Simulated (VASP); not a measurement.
# TiOs3 (Pm-3m) in VASP: notebook

One crystal, TiOs3, is run at these levels: PBE; tasks: single point.

Everything below comes from runs of VASP 6.6.1. Logs are shortened: lines on timing, memory, paths and dates and some standing lists are left out, and cuts for length are marked.

## (1) The structure

Symmetry: Pm-3m, No. 221, cubic system. The conventional cell has a = 3.888 Å, b = 3.888 Å, c = 3.888 Å, α = 90.00°, β = 90.00°, γ = 90.00°. Around Ti (site symmetry m-3m) lie 12 Os at 2.75 Å. Around Os (site symmetry 4/mmm) lie 4 Ti at 2.75 Å and 8 Os at 2.75 Å.

The cell comes from a database or a generator and needn't be the stable form of this composition.

## (2) Single point, PBE

File INCAR:

```
SYSTEM = TiOs3
PREC = Accurate
ENCUT = 520
EDIFF = 1E-6
ISMEAR = -1
SIGMA = 0.1
LREAL = .False.
LASPH = .True.
NELM = 100
ALGO = Normal
ISIF = 2
LWAVE = .False.
LCHARG = .False.
GGA = PE
NBANDS = 26
```

File KPOINTS:

```
Automatic mesh
0
Gamma
  6 6 6
  0 0 0
```

File POSCAR:

```
TiOs3
1.0
    3.8877300000      0.0000000000      0.0000000000
    0.0000000000      3.8877300000      0.0000000000
    0.0000000000      0.0000000000      3.8877300000
Ti Os
1 3
Direct
    0.0000000000      0.0000000000      0.0000000000
    0.5000000000      0.5000000000      0.0000000000
    0.5000000000      0.0000000000      0.5000000000
    0.0000000000      0.5000000000      0.5000000000
```

Potentials or basis: VASP PAW PBE potentials, release 64 (Ti_sv, Os).

Run with:

```console
$ cat potpaw_PBE.64/Ti_sv/POTCAR potpaw_PBE.64/Os/POTCAR > POTCAR
$ mpirun -np 1 vasp_std > vasp.out
```

OUTCAR:

```text
SYSTEM = TiOs3
   PREC = Accurate
   ENCUT = 520
   EDIFF = 1E-6
   ISMEAR = -1
   LREAL = .False.
   LASPH = .True.
   NELM = 100
   ISIF = 2
   GGA = PE

 ion  position               nearest neighbor table
   1  0.000  0.000  0.000-   2 2.75   3 2.75   4 2.75   3 2.75   4 2.75   2 2.75   4 2.75   4 2.75
                             2 2.75   3 2.75   3 2.75   2 2.75
   2  0.500  0.500  0.000-   1 2.75   3 2.75   4 2.75   3 2.75   4 2.75   1 2.75   3 2.75   3 2.75
                             1 2.75   4 2.75   4 2.75   1 2.75
   3  0.500  0.000  0.500-   1 2.75   2 2.75   4 2.75   1 2.75   2 2.75   2 2.75   4 2.75   2 2.75
                             1 2.75   4 2.75   1 2.75   4 2.75
   4  0.000  0.500  0.500-   1 2.75   2 2.75   3 2.75   1 2.75   2 2.75   1 2.75   3 2.75   1 2.75
                             2 2.75   3 2.75   2 2.75   3 2.75

  LATTYP: Found a simple cubic cell.
 ALAT       =     3.8877300000

  Lattice vectors:

 A1 = (   3.8877300000,   0.0000000000,   0.0000000000)
 A2 = (   0.0000000000,   3.8877300000,   0.0000000000)
 A3 = (   0.0000000000,   0.0000000000,   3.8877300000)

Analysis of symmetry for initial positions (statically):
=====================================================================
 Subroutine PRICEL returns:
 Original cell was already a primitive cell.

 Routine SETGRP: Setting up the symmetry group for a
 simple cubic supercell.

 Subroutine GETGRP returns: Found 48 space group operations
 (whereof 48 operations were pure point group operations)
 out of a pool of 48 trial point group operations.

The static configuration has the point symmetry O_h .

Analysis of symmetry for dynamics (positions and initial velocities):
=====================================================================
 Subroutine PRICEL returns:
 Original cell was already a primitive cell.

 Routine SETGRP: Setting up the symmetry group for a
 simple cubic supercell.

 Subroutine GETGRP returns: Found 48 space group operations
 (whereof 48 operations were pure point group operations)
 out of a pool of 48 trial point group operations.

The dynamic configuration has the point symmetry O_h .

 Subroutine INISYM returns: Found 48 space group operations
 (whereof 48 operations are pure point group operations),
 and found     1 'primitive' translations

----------------------------------------------------------------------------------------

                                     Primitive cell

  volume of cell :      58.7609

  direct lattice vectors                    reciprocal lattice vectors
     3.887730000  0.000000000  0.000000000     0.257219509  0.000000000  0.000000000
     0.000000000  3.887730000  0.000000000     0.000000000  0.257219509  0.000000000
     0.000000000  0.000000000  3.887730000     0.000000000  0.000000000  0.257219509

  length of vectors
     3.887730000  3.887730000  3.887730000     0.257219509  0.257219509  0.257219509

  position of ions in fractional coordinates (direct lattice)
     0.000000000  0.000000000  0.000000000
     0.500000000  0.500000000  0.000000000
     0.500000000  0.000000000  0.500000000
     0.000000000  0.500000000  0.500000000

  ion indices of the primitive-cell ions
   primitive index   ion index
                 1           1
                 2           2
                 3           3
                 4           4

----------------------------------------------------------------------------------------

 KPOINTS: Automatic mesh

Automatic generation of k-mesh.
 Grid dimensions read from file:
 generate k-points for:    6    6    6

 Generating k-lattice:

  Cartesian coordinates                     Fractional coordinates (reciprocal lattice)
     0.042869918  0.000000000  0.000000000     0.166666667  0.000000000  0.000000000
     0.000000000  0.042869918  0.000000000     0.000000000  0.166666667  0.000000000
     0.000000000  0.000000000  0.042869918     0.000000000  0.000000000  0.166666667

  Length of vectors
     0.042869918  0.042869918  0.042869918

  Shift w.r.t. Gamma in fractional coordinates (k-lattice)
     0.000000000  0.000000000  0.000000000

 Subroutine IBZKPT returns following result:
 ===========================================

 Found     20 irreducible k-points:

 Following reciprocal coordinates:
            Coordinates               Weight
  0.000000  0.000000  0.000000      1.000000
  0.166667  0.000000  0.000000      6.000000
  0.333333  0.000000  0.000000      6.000000
  0.500000  0.000000  0.000000      3.000000
  0.166667  0.166667  0.000000     12.000000
  0.333333  0.166667  0.000000     24.000000
[... 12 lines left out ...]
  0.500000  0.500000  0.333333      6.000000
  0.500000  0.500000  0.500000      1.000000
   k-points           NKPTS =     20   k-points in BZ     NKDIM =     20   number of bands    NBANDS=     26
   number of dos      NEDOS =    301   number of ions     NIONS =      4
   total plane-waves  NPLWV =  27000
   dimension x,y,z NGX =    30 NGY =   30 NGZ =   30
   dimension x,y,z NGXF=    60 NGYF=   60 NGZF=   60
   ions per type =               1   3
   NGX,Y,Z   is equivalent  to a cutoff of  12.83, 12.83, 12.83 a.u.
   NGXF,Y,Z  is equivalent  to a cutoff of  25.66, 25.66, 25.66 a.u.
 SYSTEM =  TiOs3
   PREC   = accura    normal or accurate (medium, high low for compatibility)
   ISTART =      0    job   : 0-new  1-cont  2-samecut
   ICHARG =      2    charge: 1-file 2-atom 10-const
   ISPIN  =      1    spin polarized calculation?
   LNONCOLLINEAR =      F non collinear calculations
   LSORBIT =      F    spin-orbit coupling
   LASPH  =      T    aspherical Exc in radial PAW
   ENCUT  =  520.0 eV  38.22 Ry    6.18 a.u.   7.23  7.23  7.23*2*pi/ulx,y,z
   NELM   =    100;   NELMIN=  2; NELMDL= -5     # of ELM steps
   EDIFF  = 0.1E-05   stopping-criterion for ELM
   LREAL  =      F    real-space projection
   EDIFFG = 0.1E-04   stopping-criterion for IOM
   NSW    =      0    number of steps for IOM
   IBRION =     -1    ionic relax: 0-MD 1-quasi-New 2-CG
   NFREE  =      0    steps in history (QN), initial steepest desc. (CG)
   ISIF   =      2    stress and relaxation
   ISYM   =      2    0-nonsym 1-usesym 2-fastsym
   POTIM  = 0.5000    time-step for ionic-motion
   TEBEG  =    0.0;   TEEND  =   0.0 temperature during run
   PSTRESS=    0.0 pullay stress
   NELECT =      36.0000    total number of electrons
   NUPDOWN=      -1.0000    fix difference up-down
   EMIN   =  10.00;   EMAX   =-10.00  energy-range for DOS
   EFERMI =   0.00;   METHOD = LEGACY
   ISMEAR =    -1;   SIGMA  =   0.10  broadening in eV -4-tet -1-fermi 0-gaus
   EFERMI_NEDOS =   21; number of points for ismear=-14 and -15
   IALGO  =     38    algorithm
   IMIX   =      4    mixing-type and parameters
     AMIX     =   0.40;   BMIX     =  1.00
     AMIX_MAG =   1.60;   BMIX_MAG =  1.00
  volume/ion in A,a.u.               =      14.69        99.13
  Fermi-wavevector in a.u.,A,eV,Ry     =   1.390421  2.627514 26.303733  1.933270
  Thomas-Fermi vector in A             =   2.514357
   LORBIT       =      0    0 simple, 1 ext, 2 COOP (PROOUT), +10 PAW based schemes
   GGA     = PE    functional components
   LHFCALC =     F    Hartree Fock is set to
   AEXX    =    0.0000 exact exchange contribution
   IVDW    =     0    specifies the selected vdW correction
   LEPSILON=     F    determine dielectric tensor
   LRPA    =     F    only Hartree local field effects (RPA)
 non-spin polarized calculation
  energy-cutoff  :      520.00
  volume of cell :       58.76
 maximum number of plane-waves:      1622
 NGX is ok and might be reduce to    30
   NGX = 15   NGY = 15   NGZ = 15

 number of electron      36.0000003 magnetization

 Free energy of the ion-electron system (eV)
  ---------------------------------------------------
  ext. energy  EPLUGINS =         0.00000000
  ---------------------------------------------------
  free energy    TOTEN  =       -42.24023547 eV

  energy without entropy =      -42.10206195  energy(sigma->0) =      -42.17114871

 E-fermi :   8.6825     XC(G=0): -13.4130

 val. band max:        8.6502352315   @ k =   0.3333   0.1667   0.0000
 cond. band min:       8.7271920655   @ k =   0.5000   0.3333   0.0000
 fundamental gap:      0.0769568340
 Fermi energy:         8.6825111692

 k-point     1 :       0.0000    0.0000    0.0000
  band No.  band energies     occupation
      1     -47.8002      2.00000
      2     -24.0623      2.00000
      3     -24.0623      2.00000
      4     -24.0623      2.00000
      5      -0.6072      2.00000
      6       2.2837      2.00000
[... 18 lines left out ...]
     25      12.2303      0.00000
     26      12.8601      0.00000

 k-point     2 :       0.1667    0.0000    0.0000
  band No.  band energies     occupation
      1     -47.7996      2.00000
      2     -24.0713      2.00000
      3     -24.0641      2.00000
      4     -24.0641      2.00000
      5      -0.2167      2.00000
      6       2.5524      2.00000
[... 18 lines left out ...]
     25      12.0302      0.00000
     26      12.8597      0.00000

 k-point     3 :       0.3333    0.0000    0.0000
  band No.  band energies     occupation
      1     -47.7982      2.00000
      2     -24.0892      2.00000
      3     -24.0677      2.00000
      4     -24.0677      2.00000
      5       0.8295      2.00000
      6       3.1089      2.00000
[... 18 lines left out ...]
     25      12.0120      0.00000
     26      12.8594      0.00000

 k-point     4 :       0.5000    0.0000    0.0000
  band No.  band energies     occupation
      1     -47.7976      2.00000
      2     -24.0982      2.00000
      3     -24.0695      2.00000
      4     -24.0695      2.00000
      5       1.7323      2.00000
      6       3.0374      2.00000
[... 18 lines left out ...]
     25      12.0136      0.00000
     26      12.8594      0.00000
[... 380 lines left out ...]
      1     -47.7972      2.00000
      2     -24.0811      2.00000
      3     -24.0806      2.00000
      4     -24.0740      2.00000
      5       2.4879      2.00000
      6       2.8111      2.00000
[... 18 lines left out ...]
     25      12.0147      0.00000
     26      12.1781      0.00000

 k-point    19 :       0.5000    0.5000    0.3333
  band No.  band energies     occupation
      1     -47.7973      2.00000
      2     -24.0783      2.00000
      3     -24.0783      2.00000
      4     -24.0756      2.00000
      5       2.6328      2.00000
      6       2.6328      2.00000
[... 18 lines left out ...]
     25      12.3945      0.00000
     26      12.3945      0.00000

 k-point    20 :       0.5000    0.5000    0.5000
  band No.  band energies     occupation
      1     -47.7975      2.00000
      2     -24.0754      2.00000
      3     -24.0754      2.00000
      4     -24.0754      2.00000
      5       2.4056      2.00000
      6       2.4056      2.00000
[... 18 lines left out ...]
     25      12.2029      0.00000
     26      12.2050      0.00000

------------------------ aborting loop because EDIFF is reached ----------------------------------------

  FORCE on cell =-STRESS in cart. coord.  units (eV):
  Direction    XX          YY          ZZ          XY          YZ          ZX
  --------------------------------------------------------------------------------------
  -------------------------------------------------------------------------------------
  Total       -0.4774047     -0.4774047     -0.4774047      0.0000000      0.0000000     -0.0000000
  in kB      -13.0169420    -13.0169420    -13.0169420      0.0000000      0.0000000     -0.0000000
  external PRESSURE =     -13.0169420 kB  Pullay stress =       0.0000000 kB

 VOLUME and BASIS-vectors are now :
 -----------------------------------------------------------------------------
  energy-cutoff  :      520.00
  volume of cell :       58.76
      direct lattice vectors                 reciprocal lattice vectors
     3.887730000  0.000000000  0.000000000     0.257219509  0.000000000  0.000000000
     0.000000000  3.887730000  0.000000000     0.000000000  0.257219509  0.000000000
     0.000000000  0.000000000  3.887730000     0.000000000  0.000000000  0.257219509

 POSITION                                       TOTAL-FORCE (eV/Angst)
 -----------------------------------------------------------------------------------
      0.00000      0.00000      0.00000         0.000000      0.000000      0.000000
      1.94386      1.94386      0.00000         0.000000      0.000000      0.000000
      1.94386      0.00000      1.94386         0.000000      0.000000      0.000000
      0.00000      1.94386      1.94386         0.000000      0.000000      0.000000
 -----------------------------------------------------------------------------------
    total drift:                                0.000000      0.000000     -0.000000

  FREE ENERGIE OF THE ION-ELECTRON SYSTEM (eV)
  ---------------------------------------------------
  free  energy   TOTEN  =       -42.2402354677 eV

  energy  without entropy=      -42.1020619462  energy(sigma->0) =      -42.17114871
```

Run time: 24 s. Hardware: 1 thread of Intel Xeon Platinum 8488C (Sapphire Rapids), shared host; peak memory 0.18 GiB.

What came out:

```yaml
Free_energy: -42.2402 eV
Pressure: -1.3 GPa
Band_gap_on_the_k_mesh: none (metal or under the smearing width)
```

Spin-orbit coupling is left out, which matters for the levels of Os.

## (3) Single point, PBE

File INCAR:

```
SYSTEM = TiOs3
  PREC = Accurate
  ENCUT = 520
  EDIFF = 1E-7
  ISMEAR = -1
  SIGMA = 0.3
  LREAL = .FALSE.
  LASPH = .TRUE.
  NELM = 100
  ALGO = Normal
  ISIF = 2
  LWAVE = .FALSE.
  LCHARG = .FALSE.
  GGA = PE
  NBANDS = 26
```

File KPOINTS:

```
Automatic mesh
0
G
  6 6 6
  0 0 0
```

POSCAR is that of step 2.

Potentials or basis: VASP PAW PBE potentials, release 64 (Ti_sv, Os).

Run with:

```console
$ cat potpaw_PBE.64/Ti_sv/POTCAR potpaw_PBE.64/Os/POTCAR > POTCAR
$ mpirun -np 1 vasp_std > vasp.out
```

Run time: 27 s. Hardware: 1 thread of Intel Xeon Platinum 8488C (Sapphire Rapids), shared host; peak memory 0.18 GiB.

Results (log left out):

```yaml
Free_energy: -42.7945 eV
Pressure: 0.7 GPa
Band_gap_on_the_k_mesh: none (metal or under the smearing width)
```

Levels at points of the mesh, in eV from the Fermi level:
```tsv
k point	band 16	band 17	band 18	band 19	band 20	band 21
(0.00, 0.00, 0.00)	0.92	2.66	2.90	2.90	2.90	3.30
(0.50, 0.00, 0.00)	-1.22	-0.28	-0.24	-0.24	1.43	1.43
(0.50, 0.50, 0.00)	-1.09	-0.95	-0.95	-0.91	0.22	0.39
(0.50, 0.50, 0.50)	-0.90	0.05	0.51	0.51	0.51	2.68
```
